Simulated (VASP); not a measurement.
Consider the following.

```
Co
1.0
    1.28010    -2.21720     0.00000
    1.28010     2.21720     0.00000
    0.00000     0.00000     4.15140
Co
2
Direct
  0.33333   0.66667   0.25000
  0.66667   0.33333   0.75000
```
Starting moments (μB, in the order of the record's atoms Co Co): 1.8 1.8.

These are PBE GGA, VASP's PBE PAW potentials (set 64) (plane waves; VASP) values and carry that method's errors. Numerical set-up: 400 eV cut-off, 4×4×2 Γ-centred mesh, first-order Methfessel-Paxton smearing of 0.10 eV, potentials Co.

Gaps are read on the run's mesh, which can miss a band edge.

**Question.** What does the run give for the cell moment, energy per atom (σ→0), pressure, band gap (on the k-mesh) with the smallest direct gap where there is one?

**Answer.** 
The band gap (on the k-mesh) is none (metal, semimetal or under 0.01 eV), the cell moment comes out as 3.38 μB and the energy per atom (σ→0) comes out as -6.978 eV/atom. The pressure is -14.51 GPa.

**Question.** Give the moment on each site (PAW-sphere projection).

**Answer.** 
```tsv
site	moment (μB)
Co1	1.72
Co2	1.72
```

The absolute energy has meaning only against runs of the same code, potentials and settings.

The compound is Co in the hcp structure. The cell was not relaxed at this level. The k-mesh is coarse (spacing up to 0.76 per Å, 2π included), so the numbers may not be converged in it. The run is one of a series of settings (KPOINTS 4×4×2 Γ-centred mesh against the base run), some of them coarse on purpose.
